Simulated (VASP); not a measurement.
## PtSe (relaxed from the zinc blende structure, space group F-43m): computed properties

These are PBEsol GGA, VASP's PBE PAW potentials (set 64) (plane waves; VASP 6.6.1) values and carry that method's errors.

* **space group**: F-43m (216)
* **cell**: a = 5.6128 Å, b = 5.6128 Å, c = 5.6128 Å, α = 90.00°, β = 90.00°, γ = 90.00°
* **volume per atom**: 22.10 Å^3/atom
* **band gap (over mesh and band path)**: none (metal, semimetal or under 0.01 eV)
* **density**: 10.29 g/cm³

```cif
data_Pt4Se4
_chemical_formula_sum 'Pt4 Se4'
_space_group_name_H-M_alt 'F-43m'
_space_group_IT_number 216
_space_group_name_Hall 'F -4 2 3'
_cell_length_a 5.61276
_cell_length_b 5.61276
_cell_length_c 5.61276
_cell_angle_alpha 90.000
_cell_angle_beta 90.000
_cell_angle_gamma 90.000
loop_
_atom_site_label
_atom_site_type_symbol
_atom_site_symmetry_multiplicity
_atom_site_Wyckoff_symbol
_atom_site_fract_x
_atom_site_fract_y
_atom_site_fract_z
_atom_site_occupancy
Pt1 Pt 4 a 0.00000 0.00000 0.00000 1
Se1 Se 4 d 0.75000 0.75000 0.75000 1
```
(The calculation used a cell of 2 atoms; values per cell refer to that cell.)

Unless said otherwise, spin-orbit coupling is left out, though it shifts the bands of the heavy elements here.

The structure was generated: PtSe was put into the zinc blende type (F-43m), which need not be its known phase. It was relaxed first, which changed the volume by -14 %. Symmetry was kept, so distortions that lower it aren't found.
